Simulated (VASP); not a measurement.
All values below come from PBE GGA, VASP's PBE PAW potentials (set 64) (plane waves; VASP).

Input for VASP

### POSCAR
```
BRh
1
    0.0000000000     2.2520630000     2.2520630000
    2.2520630000     0.0000000000     2.2520630000
    2.2520630000     2.2520630000     0.0000000000
B Rh
1 1
Direct
  0.0000000000   0.0000000000   0.0000000000
  0.5000000000   0.5000000000   0.5000000000
```

**KPOINTS**
```
K-points
0
Gamma
13 13 13
0 0 0
```

### INCAR
```
# general
SYSTEM =BRh
PREC   =Accurate
ENCUT  =520
LREAL  =.FALSE.
LASPH  =.TRUE.

# electronic loop
EDIFF  =1E-6
NELM   =100
ALGO   =Normal
LMAXMIX=4

# smearing
ISMEAR =1
SIGMA  =0.1

# functional
GGA    =PE

# ions
ISIF   =2

# output
LWAVE  =.FALSE.
LCHARG =.FALSE.
```

POTCAR, in this order: B Rh_pv (PBE.64 set). Program: vasp_std.

Task: Estimate the energy per atom (σ→0), pressure, band gap (on the k-mesh).

Result: 
| Property | Value |
|---|---|
| energy per atom (σ→0) | -672.9 kJ/mol-atom |
| band gap (on the k-mesh) | none (metal, semimetal or under 0.01 eV) |
| pressure | -16.33 GPa |

**OSZICAR**
```
...
DAV:   7    -0.139496626007E+02    0.45737E+00   -0.13098E+00  2294   0.154E+01    0.302E+00
DAV:   8    -0.139506913073E+02   -0.10287E-02   -0.38803E-02  2454   0.184E+00    0.119E+00
DAV:   9    -0.139488350193E+02    0.18563E-02   -0.47403E-03  2299   0.858E-01    0.485E-02
DAV:  10    -0.139488457938E+02   -0.10775E-04   -0.22844E-04  2469   0.173E-01    0.458E-02
DAV:  11    -0.139488411700E+02    0.46238E-05   -0.13074E-05  2574   0.466E-02    0.502E-03
DAV:  12    -0.139488399458E+02    0.12242E-05   -0.11928E-06  1317   0.137E-02    0.141E-03
DAV:  13    -0.139488398418E+02    0.10391E-06   -0.75304E-08  1222   0.346E-03
   1 F= -.13948840E+02 E0= -.13948756E+02  d E =-.251786E-03
```

The structure was generated: BRh was put into the rocksalt type (Fm-3m), which need not be its known phase. The cell was not relaxed at this level.
